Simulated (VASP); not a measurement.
Method: PBE GGA with D3 dispersion (Becke-Johnson damping), VASP's PBE PAW potentials (set 64) (plane waves; VASP).

VASP ran on this input.

### KPOINTS
```
Automatic
0
G
  15 15 15
```

POSCAR:
```
V
1
   -1.5150000000     1.5150000000     1.5150000000
    1.5150000000    -1.5150000000     1.5150000000
    1.5150000000     1.5150000000    -1.5150000000
V
1
Direct
  0.0000000000   0.0000000000   0.0000000000
```

INCAR:
```
SYSTEM = V
PREC = Accurate; ENCUT = 520; LREAL = F
LASPH = T
EDIFF = 1E-6; NELM = 100; ALGO = Normal
LMAXMIX = 4
ISMEAR = 1; SIGMA = 0.1
GGA = PE; IVDW = 12
IBRION = 2; NSW = 60; ISIF = 3
EDIFFG = -0.01
LWAVE = F; LCHARG = F
```

POTCAR, in this order: V_sv (PBE.64 set). Program: vasp_std.

Output of the run:

**OUTCAR**
```
 ion  position               nearest neighbor table
   1  0.000  0.000  0.000-
  LATTYP: Found a body centered cubic cell.
 ALAT       =     3.0300000000
 Subroutine PRICEL returns:
 Original cell was already a primitive cell.
 Subroutine GETGRP returns: Found 48 space group operations
The static configuration has the point symmetry O_h .
The dynamic configuration has the point symmetry O_h .
 Subroutine INISYM returns: Found 48 space group operations
 Subroutine IBZKPT returns following result:
 Found    120 irreducible k-points:

 Following reciprocal coordinates:
            Coordinates               Weight
  0.000000  0.000000  0.000000      1.000000
  0.066667  0.000000  0.000000     12.000000
  0.133333  0.000000  0.000000     12.000000
  0.200000  0.000000  0.000000     12.000000
  0.266667  0.000000  0.000000     12.000000
  0.333333  0.000000  0.000000     12.000000
  0.400000  0.000000  0.000000     12.000000
  0.466667  0.000000  0.000000     12.000000
  0.066667  0.066667  0.000000     24.000000
  0.133333  0.066667  0.000000     48.000000
  0.200000  0.066667 -0.000000     48.000000
  0.266667  0.066667  0.000000     48.000000
  0.333333  0.066667  0.000000     48.000000
  0.400000  0.066667  0.000000     48.000000
  0.466667  0.066667  0.000000     24.000000
  0.133333  0.133333  0.000000     24.000000
  0.200000  0.133333  0.000000     48.000000
  0.266667  0.133333 -0.000000     48.000000
  0.333333  0.133333  0.000000     48.000000
  0.400000  0.133333  0.000000     48.000000
  0.200000  0.200000  0.000000     24.000000
  0.266667  0.200000 -0.000000     48.000000
  0.333333  0.200000  0.000000     48.000000
  0.400000  0.200000 -0.000000     24.000000
  0.266667  0.266667  0.000000     24.000000
...
```

File OSZICAR:
```
       N       E                     dE             d eps       ncg     rms          rms(c)
DAV:   1     0.868831164889E+02    0.86883E+02   -0.73993E+03  2408   0.142E+03
DAV:   2    -0.894155385632E+01   -0.95825E+02   -0.94123E+02  2476   0.370E+02
DAV:   3    -0.104264839845E+02   -0.14849E+01   -0.14300E+01  2508   0.542E+01
DAV:   4    -0.104375980969E+02   -0.11114E-01   -0.11112E-01  2476   0.473E+00
DAV:   5    -0.104377095490E+02   -0.11145E-03   -0.11145E-03  2502   0.495E-01    0.175E+01
DAV:   6    -0.901114158518E+01    0.14266E+01   -0.60581E+00  2410   0.365E+01    0.141E+00
DAV:   7    -0.899458807642E+01    0.16554E-01   -0.23472E-02  2414   0.268E+00    0.897E-01
DAV:   8    -0.898626648579E+01    0.83216E-02   -0.64526E-03  2436   0.133E+00    0.489E-02
DAV:   9    -0.898630713726E+01   -0.40651E-04   -0.64098E-05  2410   0.133E-01    0.270E-02
DAV:  10    -0.898630983110E+01   -0.26938E-05   -0.60933E-06  2432   0.302E-02    0.163E-03
DAV:  11    -0.898631059454E+01   -0.76344E-06   -0.13408E-07  1210   0.575E-03
   1 F= -.96430568E+01 E0= -.96433170E+01  d E =-.964306E+01
       N       E                     dE             d eps       ncg     rms          rms(c)
DAV:   1    -0.152937718542E+02   -0.63075E+01   -0.13615E+02  2400   0.196E+02    0.338E+01
DAV:   2    -0.901468735333E+01    0.62791E+01   -0.20068E+01  2404   0.764E+01    0.621E+00
DAV:   3    -0.884691185804E+01    0.16778E+00   -0.51298E-01  2410   0.105E+01    0.534E+00
DAV:   4    -0.881831059796E+01    0.28601E-01   -0.65806E-02  2402   0.409E+00    0.410E-01
DAV:   5    -0.881814361653E+01    0.16698E-03   -0.77382E-03  2432   0.129E+00    0.125E-01
DAV:   6    -0.881795132939E+01    0.19229E-03   -0.21457E-04  2402   0.235E-01    0.208E-02
DAV:   7    -0.881794425439E+01    0.70750E-05   -0.95642E-06  2438   0.446E-02    0.230E-03
DAV:   8    -0.881794565489E+01   -0.14005E-05   -0.62398E-08  1200   0.373E-03    0.485E-04
DAV:   9    -0.881794557594E+01    0.78946E-07   -0.43347E-09  1200   0.114E-03
   2 F= -.96075764E+01 E0= -.96082967E+01  d E =0.354803E-01
       N       E                     dE             d eps       ncg     rms          rms(c)
DAV:   1    -0.112305912194E+02   -0.24126E+01   -0.48761E+01  2400   0.131E+02    0.153E+01
DAV:   2    -0.901122551654E+01    0.22194E+01   -0.10650E+01  2402   0.460E+01    0.241E+00
DAV:   3    -0.898779320234E+01    0.23432E-01   -0.41784E-02  2400   0.318E+00    0.123E+00
DAV:   4    -0.897949434952E+01    0.82989E-02   -0.24300E-02  2402   0.232E+00    0.208E-01
DAV:   5    -0.897956476352E+01   -0.70414E-04   -0.10025E-03  2432   0.469E-01    0.473E-02
DAV:   6    -0.897951726615E+01    0.47497E-04   -0.13438E-04  2412   0.169E-01    0.139E-02
DAV:   7    -0.897951888066E+01   -0.16145E-05   -0.51024E-07  1252   0.116E-02    0.286E-03
DAV:   8    -0.897951787083E+01    0.10098E-05   -0.80638E-08  1200   0.434E-03    0.108E-03
DAV:   9    -0.897951780862E+01    0.62212E-07   -0.18057E-08  1200   0.201E-03
   3 F= -.96913236E+01 E0= -.96916987E+01  d E =-.482669E-01
       N       E                     dE             d eps       ncg     rms          rms(c)
DAV:   1    -0.897891821430E+01    0.59966E-03   -0.11558E-02  2400   0.192E+00    0.263E-01
DAV:   2    -0.897838964207E+01    0.52857E-03   -0.22819E-03  2406   0.711E-01    0.491E-02
DAV:   3    -0.897838413234E+01    0.55097E-05   -0.76612E-06  2394   0.387E-02    0.309E-02
DAV:   4    -0.897838100359E+01    0.31288E-05   -0.51025E-06  2402   0.323E-02    0.174E-03
DAV:   5    -0.897838079684E+01    0.20675E-06   -0.70142E-08  1200   0.400E-03
   4 F= -.96913458E+01 E0= -.96917196E+01  d E =-.482890E-01
```

File OUTCAR:
```
------------------------ aborting loop because EDIFF is reached ----------------------------------------
 Edisp (eV)   -0.71296
  FORCE on cell =-STRESS in cart. coord.  units (eV):
  Direction    XX          YY          ZZ          XY          YZ          ZX
  --------------------------------------------------------------------------------------
  Total      -0.00050    -0.00050    -0.00050     0.00000     0.00000    -0.00000
  in kB      -0.06267    -0.06267    -0.06267     0.00000     0.00000    -0.00000
  external pressure =       -0.06 kB  Pullay stress =        0.00 kB
  volume of cell :       12.85
      direct lattice vectors                 reciprocal lattice vectors
    -1.475709215  1.475709215  1.475709215     0.000000000  0.338820138  0.338820138
     1.475709215 -1.475709215  1.475709215     0.338820138  0.000000000  0.338820138
     1.475709215  1.475709215 -1.475709215     0.338820138  0.338820138  0.000000000
 POSITION                                       TOTAL-FORCE (eV/Angst)
 -----------------------------------------------------------------------------------
      0.00000      2.95142      0.00000        -0.000000      0.000000     -0.000000
 -----------------------------------------------------------------------------------
    total drift:                                0.000000      0.000000     -0.000000
  FREE ENERGIE OF THE ION-ELECTRON SYSTEM (eV)
  ---------------------------------------------------
  free  energy   TOTEN  =        -9.6913457650 eV

  energy  without entropy=       -9.6924673655  energy(sigma->0) =       -9.69171963

 reached required accuracy - stopping structural energy minimisation
```
(Selected blocks of OUTCAR.)

**CONTCAR**
```
V
   1.00000000000000
    -1.4757092153125122    1.4757092153125122    1.4757092153125122
     1.4757092153125122   -1.4757092153125122    1.4757092153125122
     1.4757092153125122    1.4757092153125122   -1.4757092153125122
  V
     1
Direct
     1.0000000000000000    0.0000000000000000    1.0000000000000000
```

Energy and stress use the plane-wave basis of the starting cell.

The compound is V in the bcc structure. This run relaxes it. Symmetry was kept, so distortions that lower it aren't found. The run is not spin-polarised, so no magnetic state was tried.
